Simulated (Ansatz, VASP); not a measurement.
## One calculation of MgAu, two programs

File INCAR:

```
ALGO     = Normal         # electronic algorithm
EDIFF    = 1E-6           # SCF threshold, eV
EDIFFG   = -0.005         # ionic threshold
ENCUT    = 600            # plane-wave cutoff, eV
GGA      = CA             # functional
IBRION   = 2              # ionic algorithm
ISIF     = 3              # what is computed and relaxed
ISMEAR   = 0              # smearing method
LASPH    = True           # aspherical terms in the spheres
LCHARG   = False          # write CHGCAR
LREAL    = False          # projectors in reciprocal space
LWAVE    = False          # write WAVECAR
NELM     = 60             # most SCF steps
NSW      = 100            # ionic steps
PREC     = Accurate       # precision mode
SIGMA    = 0.1            # smearing width, eV
```

File KPOINTS:

```
k-points
0
Gamma
  14 14 14
```

Contents of POSCAR:

```
MgAu
1.0
    3.2590000000      0.0000000000      0.0000000000
    0.0000000000      3.2590000000      0.0000000000
    0.0000000000      0.0000000000      3.2590000000
Mg Au
1 1
Direct
    0.5000000000      0.5000000000      0.5000000000
    0.0000000000      0.0000000000      0.0000000000
```

Input for Ansatz:

```yaml
crystal:
  lattice:
    - [3.259, 0.0, 0.0]
    - [0.0, 3.259, 0.0]
    - [0.0, 0.0, 3.259]
  atoms:
    - { symbol: Mg, position: [0.5, 0.5, 0.5] }
    - { symbol: Au, position: [0.0, 0.0, 0.0] }
basis:
  ecutwfc: 420
kpoints:
  mp_grid: { grid: [14, 14, 14] }
hamiltonian:
  xc: lda
scf:
  occupations: { method: gaussian, width: 0.1 }
output:
  forces: true
  stress: true
  eigenvalues: true
relax:
  adjacent_minimum: "off"
  f_tol: 0.005
  max_steps: 80
  cell: { stress_tol: 0.05 }
```

Alike in both runs: task relaxation of cell and atoms; functional LDA; k mesh 14 × 14 × 14; occupations gaussian, width 0.1 eV; no spin polarisation.

|  | VASP | Ansatz |
| --- | --- | --- |
| version | VASP 6.6.1 | Ansatz 0.2.0 |
| potentials or method | VASP PAW LDA potentials, release 64 (Mg, Au) | scalar-relativistic, plane waves, PAW |
| plane-wave cutoff (eV) | 600 | 420 |
| valence electrons in the cell | 13 | 29 |

```tsv
	VASP	Ansatz	Ansatz less VASP
gap on the k mesh at the Fermi level, each at its own relaxed structure (eV)	none	none	-
relaxed volume (Å³/atom)	16.64	16.69	+0.052
relaxed cell length with the largest relative difference (Å)	3.216	3.220	+0.0033
energy change over the relaxation (meV/atom)	-8	-7	+1.3
```

A gap of «none» marks a metal or a gap that the smearing closes. The two sets of potentials don't hold the same shells in valence.

The runs have no spin-orbit coupling, so splittings on Au are missing. LDA usually gives volumes a few per cent too small. Zero-point motion and thermal expansion aren't in these numbers.
